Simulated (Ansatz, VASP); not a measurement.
One calculation of GeOs3, two programs

```xyz
4
Lattice="3.8785 0.0000 0.0000 0.0000 3.8785 0.0000 0.0000 0.0000 3.8785" Properties=species:S:1:pos:R:3 pbc="T T T"
Ge    0.0000    0.0000    0.0000
Os    1.9393    0.0000    1.9393
Os    0.0000    1.9393    1.9393
Os    1.9393    1.9393    0.0000
```

Change from the starting cell: species swapped into the HoPd3 type (Pm-3m, No. 221).

Alike in both runs: functional PBE; k mesh 12 × 12 × 12; occupations gaussian, width 0.1 eV; no spin polarisation.

Ansatz relaxed the structure, and its values are those at the end. VASP's run is a single point on that final structure, the one shown.

```csv
,VASP,Ansatz
version,VASP 6.6.1,Ansatz 0.2.0
potentials or method,"VASP PAW PBE potentials, release 64 (Ge_d, Os)","scalar-relativistic, plane waves, PAW"
plane-wave cutoff (eV),520,420
valence electrons in the cell,38,62
```

|  | VASP | Ansatz | Ansatz less VASP |
| --- | --- | --- | --- |
| gap on the k mesh at the Fermi level (eV) | none | none | - |
| pressure (GPa) | 0.3 | 0.0 | -0.35 |

A gap of «none» marks a metal or a gap that the smearing closes. With one functional, cell and mesh, what is left measures potentials, basis and numerics. The two sets of potentials don't hold the same shells in valence.

Spin-orbit coupling is left out, which matters for the levels of Os.
